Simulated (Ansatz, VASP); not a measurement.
MgSc2C2 in VASP and in Ansatz

```xyz
5
Lattice="-2.0662 2.0662 4.7419 2.0662 -2.0662 4.7419 2.0662 2.0662 -4.7419" Properties=species:S:1:pos:R:3 pbc="T T T"
Mg    0.0000    0.0000    0.0000
Sc    0.0000    0.0000    3.5564
Sc    0.0000    0.0000    5.9273
C     0.0000    2.0662    2.3709
C     2.0662    0.0000    2.3709
```

Change from the starting cell: species swapped into the YSi2Ru2 type (I4/mmm, No. 139).

Alike in both runs: task single point; functional PBE; k mesh 6 × 6 × 6; occupations gaussian, width 0.1 eV; no spin polarisation.

```csv
,VASP,Ansatz
version,VASP 6.6.1,Ansatz 0.2.0
potentials or method,"VASP PAW PBE potentials, release 64 (Mg, Sc_sv, C)","scalar-relativistic, plane waves, PAW"
plane-wave cutoff (eV),520,420
valence electrons in the cell,32,40
```

```csv
,VASP,Ansatz,Ansatz less VASP
gap on the k mesh at the Fermi level (eV),none,none,-
pressure (GPa),-7.9,-8.1,-0.23
largest component of the traceless stress (GPa),9.50,9.26,-0.239
rms of the force components (eV/Å),2.055,2.036,-0.0189
```

Atom by atom the forces differ by 0.019 eV/Å (rms over components). A gap of «none» marks a metal or a gap that the smearing closes. The two sets of potentials don't hold the same shells in valence.

Caveats: forces of over 1 eV/Å show positions far from the minimum, so gaps and moduli don't describe the material at rest.
